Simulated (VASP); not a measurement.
Level of theory: AM05 GGA, VASP's PBE PAW potentials (set 64) (plane waves; VASP 6.6.1).

The input files of a VASP run:

**KPOINTS**
```
Automatic mesh
0
Gamma
6 6 3
0 0 0
```

### INCAR
```
! general
SYSTEM  = CdS
PREC    = Accurate
ENCUT   = 520   ! plane-wave cut-off (eV)
LREAL   = .FALSE.   ! projection in real space or not
LASPH   = .TRUE.

! electronic loop
EDIFF   = 1E-6
NELM    = 100   ! most electronic steps
ALGO    = Normal
LMAXMIX = 4   ! l cut-off of mixed one-centre charges

! smearing
ISMEAR  = 0
SIGMA   = 0.05   ! width (eV)

! functional
GGA     = AM   ! AM05

! ions
IBRION  = 2
NSW     = 60   ! most ionic steps
ISIF    = 3
EDIFFG  = -0.02

! output
LWAVE   = .FALSE.
LCHARG  = .FALSE.
```

**POSCAR**
```
CdS
1
    2.0761291965    -3.5959610782     0.0000000000
    2.0761291965     3.5959610782     0.0000000000
    0.0000000000    -0.0000000000     6.7445977832
Cd S
2 2
Direct
  0.6666670000   0.3333330000   0.4999980366
  0.3333330000   0.6666670000   0.9999980366
  0.6666670000   0.3333330000   0.8770019634
  0.3333330000   0.6666670000   0.3770019634
```

POTCAR, in this order: Cd S (PBE.64 set). Program: vasp_std.

The run wrote:

**OSZICAR**
```
       N       E                     dE             d eps       ncg     rms          rms(c)
DAV:   1     0.255674795452E+03    0.25567E+03   -0.17926E+04   616   0.150E+03
DAV:   2     0.891687330905E+00   -0.25478E+03   -0.24847E+03   694   0.368E+02
DAV:   3    -0.135340670762E+02   -0.14426E+02   -0.14383E+02   730   0.866E+01
DAV:   4    -0.136958785318E+02   -0.16181E+00   -0.16176E+00   724   0.919E+00
DAV:   5    -0.136987488512E+02   -0.28703E-02   -0.28702E-02   754   0.118E+00    0.112E+01
DAV:   6    -0.127207185498E+02    0.97803E+00   -0.24021E+00   810   0.170E+01    0.874E+00
DAV:   7    -0.127042125180E+02    0.16506E-01   -0.79771E-01   754   0.529E+00    0.372E+00
DAV:   8    -0.126992988089E+02    0.49137E-02   -0.12624E-01   738   0.387E+00    0.547E-01
DAV:   9    -0.126978159491E+02    0.14829E-02   -0.23484E-02   790   0.204E+00    0.171E-01
DAV:  10    -0.126979126658E+02   -0.96717E-04   -0.19115E-03   736   0.504E-01    0.959E-02
DAV:  11    -0.126979730316E+02   -0.60366E-04   -0.14633E-04   760   0.866E-02    0.859E-02
DAV:  12    -0.126980963659E+02   -0.12333E-03   -0.17542E-04   646   0.634E-02    0.577E-02
DAV:  13    -0.126981234210E+02   -0.27055E-04   -0.10600E-04   664   0.624E-02    0.299E-02
DAV:  14    -0.126981241442E+02   -0.72320E-06   -0.72834E-06   754   0.161E-02
   1 F= -.12698124E+02 E0= -.12698124E+02  d E =-.126981E+02
       N       E                     dE             d eps       ncg     rms          rms(c)
DAV:   1    -0.127022973941E+02   -0.41740E-02   -0.90880E-02   646   0.336E+00    0.475E-01
DAV:   2    -0.126986557848E+02    0.36416E-02   -0.10004E-02   652   0.133E+00    0.166E-01
DAV:   3    -0.126982798896E+02    0.37590E-03   -0.11817E-03   724   0.313E-01    0.144E-01
DAV:   4    -0.126982391710E+02    0.40719E-04   -0.68159E-05   646   0.748E-02    0.317E-02
DAV:   5    -0.126982303922E+02    0.87788E-05   -0.43364E-05   760   0.797E-02    0.114E-02
DAV:   6    -0.126982314056E+02   -0.10133E-05   -0.46547E-06   646   0.214E-02    0.383E-03
DAV:   7    -0.126982313960E+02    0.95711E-08   -0.53269E-08   344   0.184E-03
   2 F= -.12698231E+02 E0= -.12698231E+02  d E =-.107252E-03
```

OUTCAR:
```
------------------------ aborting loop because EDIFF is reached ----------------------------------------
  FORCE on cell =-STRESS in cart. coord.  units (eV):
  Direction    XX          YY          ZZ          XY          YZ          ZX
  --------------------------------------------------------------------------------------
  Total        0.0290028      0.0290028      0.0419086      0.0000000      0.0000000     -0.0000000
  in kB        0.4630196      0.4630196      0.6690567      0.0000000      0.0000000     -0.0000000
  external PRESSURE =       0.5316986 kB  Pullay stress =       0.0000000 kB
  volume of cell :      100.36
      direct lattice vectors                 reciprocal lattice vectors
     2.073395857 -3.591226797  0.000000000     0.241150284 -0.139228188 -0.000000000
     2.073395857  3.591226797  0.000000000     0.241150284  0.139228188 -0.000000000
     0.000000000  0.000000000  6.739008302    -0.000000000  0.000000000  0.148389786
  FREE ENERGIE OF THE ION-ELECTRON SYSTEM (eV)
  ---------------------------------------------------
  free  energy   TOTEN  =       -12.6982313960 eV

  energy  without entropy=      -12.6982313960  energy(sigma->0) =      -12.69823140

 reached required accuracy - stopping structural energy minimisation
```
(Selected blocks of OUTCAR.)

CONTCAR:
```
CdS
   1.00000000000000
     2.0733958574498668   -3.5912267967749991    0.0000000000000000
     2.0733958574498668    3.5912267967749991    0.0000000000000000
     0.0000000000000000    0.0000000000000000    6.7390083016884104
  Cd              S
     2     2
Direct
     0.6666669999999968    0.3333330000000032    0.5000082584616502
     0.3333330000000032    0.6666669999999968    0.0000082584616503
     0.6666669999999968    0.3333330000000032    0.8769917415383451
     0.3333330000000032    0.6666669999999968    0.3769917415383451
```

The compound is CdS in the wurtzite structure. This run relaxes it. Symmetry was kept, so distortions that lower it aren't found. The start is the result of an earlier pass.
